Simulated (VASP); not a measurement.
Here is the system:

```
Pm
1.0
   -3.04393     3.04393     1.71799
    3.04393    -3.04393     1.71799
    3.04393     3.04393    -1.71799
Pm
2
Direct
  0.75000   0.25000   0.50000
  0.00000   0.00000   0.00000
```

The numbers are results of PBEsol GGA, VASP's PBE PAW potentials (set 64) (plane waves; VASP), not measurements. Settings: 480 eV cut-off, 12×12×12 Γ-centred mesh, first-order Methfessel-Paxton smearing of 0.10 eV, potentials Pm_3.

The 4f electrons are frozen in the core of the lanthanide potential, so 4f levels, which can set the real gap, and their magnetism are missing.

Each relaxation starts from this cell; other phases were not tried.

The cell is relaxed at 1 GPa. What happens?

The volume per atom goes from 31.84 to 31.00 Å³ (-2.6 %), and the cell becomes a = 6.024 Å, b = 6.024 Å, c = 3.417 Å, α = 90.00°, β = 90.00°, γ = 90.00°, space group I4_1/amd.

The cell is relaxed at 30 GPa. What happens?

The volume per atom goes from 31.84 to 21.49 Å³ (-32.5 %), and the cell becomes a = b = 5.2396 Å, c = 3.1315 Å, α = β = γ = 90.00°, space group I4_1/amd.

Failed runs are left out, and for metals the shear rows, which the mesh's noise covers.

The structure was generated: Pm was put into the beta-Sn type (I4_1/amd), which need not be its known phase.
